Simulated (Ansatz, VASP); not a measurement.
# Pb2SeO: VASP beside Ansatz

Aim: how closely do two programs agree when they are given the same cell, functional and k mesh? The cell is generated by rule, not measured, and may not be a known phase. The cell is taken from a series of runs on this material, whose earlier steps may have relaxed, scaled, displaced or heated it; both programs get it as it stands.

Calculated with Ansatz 0.2.0; plane waves, with VASP 6.6.1 beside it; zone-centre phonons at PBEsol.

The structure was built from a prototype and need not be the compound's stable phase.

## 1. Starting point

Symmetry: Pm, No. 6, monoclinic system. Conventional cell: a = 4.028 Å, b = 3.936 Å, c = 6.351 Å, α = 90.00°, β = 100.49°, γ = 90.00°. Nearest to Pb lie 2 O at 2.32 Å and 2 Se at 2.87 to 3.38 Å. Nearest to Pb lie 1 O at 2.25 Å and 4 Se at 2.88 to 3.29 Å. Se has 6 Pb at 2.87 to 3.38 Å nearest. Nearest to O lie 3 Pb at 2.25 to 2.32 Å. Farther neighbours and most contacts between anions are not listed.

Coordinates:

```cif
data_structure
_symmetry_space_group_name_H-M 'Pm'
_symmetry_Int_Tables_number 6
_cell_length_a 4.0279
_cell_length_b 3.9364
_cell_length_c 6.3505
_cell_angle_alpha 90.000
_cell_angle_beta 100.491
_cell_angle_gamma 90.000
_cell_volume 99.01
loop_
_atom_site_label
_atom_site_type_symbol
_atom_site_symmetry_multiplicity
_atom_site_Wyckoff_symbol
_atom_site_fract_x
_atom_site_fract_y
_atom_site_fract_z
_atom_site_occupancy
Pb1 Pb 1 a 0.34335 0.00000 0.79019 1
Pb2 Pb 1 b 0.68562 0.50000 0.36655 1
Se1 Se 1 a 0.05056 0.00000 0.16930 1
O1 O 1 b 0.06497 0.50000 0.67396 1
```

## 2. Ansatz: zone-centre phonons, PBEsol

Ansatz runs on its default PAW (the set named soft_2) files.

Second derivatives magnify differences that forces hide, and they need a tight electronic threshold.

Contents of input.yaml:

```yaml
crystal:
  lattice:
    - [4.0278599129, 0.0, 0.0024927234]
    - [0.0, 3.9364210371, 0.0]
    - [-1.1601282659, 0.0, 6.2436650739]
  atoms:
    - { symbol: Pb, position: [0.3433499165, 0.0, 0.7901852163] }
    - { symbol: Pb, position: [0.6856173895, 0.5, 0.366548306] }
    - { symbol: Se, position: [0.0505602839, 0.0, 0.169302353] }
    - { symbol: O, position: [0.0649662608, 0.5, 0.6739641248] }
kpoints:
  mp_grid: { grid: [6, 6, 4] }
hamiltonian:
  xc: pbesol
scf:
  occupations: { method: fixed }
output:
  eigenvalues: true
phonons:
  method: dfpt
  dielectric: true
  rigid_motions: translations
```

Started as:

```bash
ansatz run input.yaml --threads 8 --pin off --max-ram 14336MiB --backend cpu --events-out ev --progress --plain --runs-dir out
```

Numbers of over 12 decimals in the logs are rounded to 6 here.

The log of the run:

```text
Engine: ansatz 0.2.0, x86_64-unknown-linux-gnu
Pseudopotentials: kind: paw
Pseudopotential: Pb, paw, valence charge 14, recommended cutoff 420 eV (normal), Pb.paw.azcp
Pseudopotential: Se, paw, valence charge 16, recommended cutoff 420 eV (normal), Se.paw.azcp
Pseudopotential: O, paw, valence charge 6, recommended cutoff 420 eV (normal), O.paw.azcp
Functional definition: PBEsol
  exchange = pbesol_x
  correlation = pbesol_c
Crystal: 4 atoms, lattice volume = 99.007 Å³
Basis set: ecut = 420 eV, 1943 PW (Γ), exchange–correlation on 54×54×90 points (8 copies of the dense FFT grid, shifted against one another)
Bands: 30, of which v1, the nominal top of the filled ones, is band 25 counted from 1 (24 counted from 0)
Symmetry: 2 space group operations
k-points: 76 of 144 (irreducible under 1 space group operation, time reversal used)
Non-local potential: Pb, projectors of the file, l = 0: 2, l = 1: 2, l = 2: 2, l = 3: 2
Non-local potential: Se, projectors of the file, l = 0: 2, l = 1: 2, l = 2: 3, l = 3: 1
Non-local potential: O, projectors of the file, l = 0: 2, l = 1: 2, l = 2: 1
PAW form: soft (Blöchl's): semilocal exchange-correlation on the pseudo side does not see the compensation charge
PAW frozen core: Pb, regenerated for the run's functional, and the local potential with it (the file was generated under x = pbe(κ = 0.804, μ = 0.219515), c = pbe(β = 0.066725))
PAW frozen core: Se, regenerated for the run's functional, and the local potential with it (the file was generated under x = pbe(κ = 0.804, μ = 0.219515), c = pbe(β = 0.066725))
PAW frozen core: O, regenerated for the run's functional, and the local potential with it (the file was generated under x = pbe(κ = 0.804, μ = 0.219515), c = pbe(β = 0.066725))
PAW one-centre angular grid: Pb, 590 points (default); XC on 64 Gauss nodes
PAW one-centre angular grid: Se, 590 points (default); XC on 64 Gauss nodes
PAW one-centre angular grid: O, 110 points (default); XC on 64 Gauss nodes
Initial density: superposition of atomic densities (neutral atoms: chi_scale 0, normalization atom), corrected by the library's trained network
Initial wavefunctions: pseudopotential atomic-orbital guess
Functional: x = pbesol(κ = 0.804, μ = 0.123457), c = pbesol(β = 0.046)
SCF iter   1: F=—  HF=-29494.976892 eV  |F-HF|=—  |Δ(HF+E_count)|=         —  Δρ=1.03e-2  dr2=1.01e-1  ethr=1.77e-3  ⟨swp⟩=5.0  Hψ=8993  notcnv=0  defer=222
preconditioner: auto → Resta (q_TF=auto, 2.435 Å⁻¹)  ε∞=3.6  [insulator: Δε(μ)=0.435 eV  Ē_g=14.558 eV  n_scr=26 (ndim 8)  ℏωp=23.6 eV  f_vac=0.029  ε∞_Penn≈3.6]
SCF iter   2: F=—  HF=-29494.965702 eV  |F-HF|=—  |Δ(HF+E_count)|=   1.12e-2  Δρ=6.70e-3  dr2=4.69e-2  ethr=2.02e-4  ⟨swp⟩=2.1  Hψ=4563  notcnv=0  defer=228
SCF iter   3: F=—  HF=-29494.957947 eV  |F-HF|=—  |Δ(HF+E_count)|=   7.75e-3  Δρ=1.26e-3  dr2=1.56e-3  ethr=9.38e-5  ⟨swp⟩=2.0  Hψ=2797  notcnv=0  defer=228
SCF iter   4: F=—  HF=-29494.957842 eV  |F-HF|=—  |Δ(HF+E_count)|=   1.05e-4  Δρ=3.37e-4  dr2=1.27e-4  ethr=3.13e-6  ⟨swp⟩=2.8  Hψ=3829  notcnv=0  defer=228
SCF iter   5: F=—  HF=-29494.957868 eV  |F-HF|=—  |Δ(HF+E_count)|=   2.60e-5  Δρ=1.06e-4  dr2=1.26e-5  ethr=2.54e-7  ⟨swp⟩=2.9  Hψ=3952  notcnv=0  defer=227
SCF iter   6: F=—  HF=-29494.957874 eV  |F-HF|=—  |Δ(HF+E_count)|=   6.07e-6  Δρ=2.87e-5  dr2=1.00e-6  ethr=2.52e-8  ⟨swp⟩=2.0  Hψ=4104  notcnv=0  defer=198
SCF iter   7: F=—  HF=-29494.957873 eV  |F-HF|=—  |Δ(HF+E_count)|=   1.11e-6  Δρ=9.50e-6  dr2=1.03e-7  ethr=2.01e-9  ⟨swp⟩=2.0  Hψ=4154  notcnv=0  defer=145
SCF iter   8: F=—  HF=-29494.957873 eV  |F-HF|=—  |Δ(HF+E_count)|=   6.98e-8  Δρ=2.48e-6  dr2=8.16e-9  ethr=2.06e-10  ⟨swp⟩=3.0  Hψ=4118  notcnv=0  defer=145
SCF iter   9: F=—  HF=-29494.957873 eV  |F-HF|=—  |Δ(HF+E_count)|=   4.36e-9  Δρ=5.71e-7  dr2=5.09e-10  ethr=1.63e-11  ⟨swp⟩=2.5  Hψ=4083  notcnv=0  defer=145
SCF iter  10: F=-29494.957873 eV  HF=-29494.957873 eV  |F-HF|=1.82e-11  |Δ(HF+E_count)|=  2.95e-10  Δρ=1.73e-7  dr2=4.09e-11  ethr=1.00e-12  ⟨swp⟩=13.7  Hψ=15416  notcnv=0
SCF 1 converged in 10 iterations: F = -29494.957873 eV  dr2 = 4.09e-11
  greatest PAW one-centre occupation: 1.000 electrons in one spin orbital (limit 2), on the Se atom at site 2 (counted from 0), in its partial waves of l = 2
NSCF: frozen V_eff on 2 k-points
DFPT response loops at Γ: preconditioner auto → Resta (q_TF=auto, 2.435 Å⁻¹)  ε∞=10.8 (no band partly filled); β = 1.00, the filter's whole step (`scf.mixing.beta` (0.50) is not read by the response loops at its default; to damp them type it under 1.00, their step now; it binds the ground state too); Broyden in place of MSR1
── the response to a field inside a basis, on 12×12×8 k-points: an SCF that follows is theirs, and a resumed run solves both again ──
Bands: 26, of which v1, the nominal top of the filled ones, is band 25 counted from 1 (24 counted from 0)
k-points: 288
Initial density: handed on by an earlier stage of this run
Initial wavefunctions: pseudopotential atomic-orbital guess (no wavefunctions were taken with the density)
Eigensolver: Dense (288 Hₖ)
SCF iter   1: F=—  HF=-29494.946074 eV  |F-HF|=—  |Δ(HF+E_count)|=         —  Δρ=2.38e-4  dr2=1.96e-5  ethr=1.00e-1
preconditioner: auto → Resta (q_TF=auto, 2.435 Å⁻¹)  ε∞=4.4  [insulator: Δε(μ)=0.587 eV  Ē_g=12.723 eV  n_scr=26 (ndim 8)  ℏωp=23.6 eV  f_vac=0.027  ε∞_Penn≈4.4]
SCF iter   2: F=—  HF=-29494.946077 eV  |F-HF|=—  |Δ(HF+E_count)|=   2.16e-6  Δρ=1.17e-4  dr2=9.86e-6  ethr=3.93e-8
SCF iter   3: F=—  HF=-29494.946077 eV  |F-HF|=—  |Δ(HF+E_count)|=   4.57e-7  Δρ=7.17e-5  dr2=1.67e-6  ethr=1.97e-8
SCF iter   4: F=—  HF=-29494.946078 eV  |F-HF|=—  |Δ(HF+E_count)|=   4.83e-7  Δρ=1.33e-5  dr2=1.01e-7  ethr=3.33e-9
SCF iter   5: F=-29494.946078 eV  HF=-29494.946078 eV  |F-HF|=5.74e-9  |Δ(HF+E_count)|=   4.20e-8  Δρ=3.43e-6  dr2=1.28e-8  ethr=2.02e-10
SCF 1 converged in 5 iterations: F = -29494.946078 eV  dr2 = 1.28e-8
DFPT response loops at Γ: preconditioner auto → Resta (q_TF=auto, 2.435 Å⁻¹)  ε∞=10.1 (no band partly filled); β = 1.00, the filter's whole step (`scf.mixing.beta` (0.50) is not read by the response loops at its default; to damp them type it under 1.00, their step now; it binds the ground state too); Broyden in place of MSR1
WARN: field response: ε∞ stands inside a basis, on 12×12×8 points; the force constants stand on the 6×6×4 k-mesh, whose period is 9.16 times the interband length at k = (0.0000, -0.5000, -0.5000), direct gap 1.812 eV, under 14: take them and everything formed from them as unconverged, and compare with a denser kpoints.mp_grid
SCF converged after 10 iterations
Free energy (F): -29494.957873 eV
Harris-Foulkes:  -29494.957873 eV  (|F-HF|=1.82e-11)
Internal energy: -29494.957873 eV  (E = F + TS)
E sigma→0 (E₀):  -29494.957873 eV
Fermi energy:    8.258290 eV
--- Per-component energies (eV) ---
  E_band       = -497.174552
  E_kinetic    = 867.944784
  E_local      = -5090.816033  (includes V_loc(G=0)·N_el)
  E_nonlocal   = 160.154357
  E_hartree    = 2253.078513
  E_xc         = -614.292414
  E_vxc        = -456.890890  (∫ρ·V_xc dr)
  E_paw        = -22528.618070  (= ΣΔE_a)
  E_vpaw       = -483.725695  (= ΣTr[D̂ρ^β])
  E_aug_tail   = 0.001878  (compensation charges beyond the density's cutoff)
  E_ewald      = -4543.578858
  E_core_change = 1.167972  (= ΣΔE_core)
  E_smearing   = -0.000000  (= −TS)
  E_closure    = 0.000000  (closes the sum)
  Σ components = -29494.957873   (vs F -29494.957873, Δ=0.00e0)
--- Band table (eV; the first three rows and the last of 76) ---
  k-point 0: bands = [... 21 lower, 6.2187, 6.6923, 7.0639, 7.2459, 10.3838, 11.1736, 13.2124, 13.2852, ... 1 higher]
  k-point 1: bands = [... 21 lower, 6.2015, 6.5636, 6.9612, 7.3778, 10.3393, 11.5248, 12.7282, 13.2263, ... 1 higher]
  k-point 2: bands = [... 21 lower, 6.2273, 6.4758, 6.8540, 7.5187, 10.5220, 11.0745, 13.1063, 13.2380, ... 1 higher]
  k-point 75: bands = [... 21 lower, 4.8623, 5.1959, 6.6221, 6.9887, 10.5081, 11.0115, 11.6225, 11.8634, ... 1 higher]
--- Phonons (Γ-DFPT): 12 representative perturbations + reference, on 76 of 144 k-points (Σ response iterations 40) ---
  k mesh reduced under 1 symmetry operation, with k and −k counted as one. Each operation leaves every solved perturbation unchanged. A smaller set is not considered because the run solves the response to a homogeneous field
  ASR residual: 1.313e-4 → 0.000e0 eV/Å²; symmetrization residual: 1.195e-5 eV/Å²
  ASR residual per site (eV/Å²): 1.31e-4 1.13e-4 7.19e-5 5.15e-5
  Γ frequencies (cm⁻¹): 0.00 0.00 0.00 41.93 47.75 83.52 89.51 119.54 137.93 159.20 246.95 400.38
  ε∞ (high-frequency dielectric tensor):
       13.620005     0.000000    -0.331995
        0.000000    10.778735     0.000000
       -0.331995     0.000000    10.785734
  ε⁰ (static dielectric tensor: ions relaxed, cell fixed):
       32.912365     0.000000    -2.381417
        0.000000    19.689808     0.000000
       -2.381417     0.000000    28.933084
  ε⁰ − ε∞ (ionic part):
       19.292360     0.000000    -2.049422
        0.000000     8.911072     0.000000
       -2.049422     0.000000    18.147350
  softest optical mode at Γ: 41.93 cm⁻¹; the repairs (sum rule, projections) moved no ω² at Γ by more than (1.84 cm⁻¹)²
  Born effective charges Z* (e; rows j = field, columns β = displacement):
    site 0:
         2.22747    0.00000   -0.41701
         0.00000    3.18443    0.00000
        -0.00732    0.00000    3.22051
    site 1:
         4.07037    0.00000    0.27935
         0.00000    2.63237    0.00000
         0.33896    0.00000    2.96119
    site 2:
        -4.09008    0.00000    0.98190
         0.00000   -2.65860    0.00000
         0.84445    0.00000   -2.82906
    site 3:
        -2.20776    0.00000   -0.84423
         0.00000   -3.15819    0.00000
        -1.17609    0.00000   -3.35265
  Z* charge neutrality: 2.920e-3 e pre-enforcement
  solved inside a basis spanned on kpoints, on 12×12×8 k-points transformed towards the longest dipole: ε∞ is read to err by 7.2e-2, Z* by 4.9e-2 e (field_mesh: kpoints solves on kpoints); Z* is corrected for what the basis lacks
  optical modes at Γ without the LO–TO term, one row a degenerate level:
      ω (cm⁻¹)  modes    IR ((D/Å)²/amu)
         41.93      1             0.0271
         47.75      1             0.7748
         83.52      1             3.5044
[...]
optical modes at Γ + LO–TO along q̂ = [1.0000, 0.0000, 0.0000]:
      ω (cm⁻¹)  modes    IR ((D/Å)²/amu)
[...]
optical modes at Γ + LO–TO along q̂ = [0.0000, 1.0000, 0.0000]:
      ω (cm⁻¹)  modes    IR ((D/Å)²/amu)
[...]
optical modes at Γ + LO–TO along q̂ = [0.0000, 0.0000, 1.0000]:
      ω (cm⁻¹)  modes    IR ((D/Å)²/amu)
[...]
53.99      1             0.2044
         84.28      1             4.2284
         99.17      1             0.5112
        119.54      1             1.8255
        154.75      1             4.0790
        166.15      1             5.2933
        246.95      1            16.4959
        443.01      1            24.2279
```

In the SCF lines HF is the Harris–Foulkes energy and dr2 the Hartree energy of the density residual, in eV; the loop may stop once dr2 is under the threshold and the program's other checks hold. Hψ counts applications of the Hamiltonian.

[end of part 1 of 3]

[Lines on the potential files, build, host, timing and source positions are cut from VASP's logs without a mark.]

[Logs are printed without paths, hosts, clocks, repeated set-up lines and the standing remarks that a program may print on its own settings, such as how far it seeks lower states.]

[Hosts, paths, dates, database ids (printed as entryN), source tags and the programs' standing remarks are cut or masked in the printed files.]
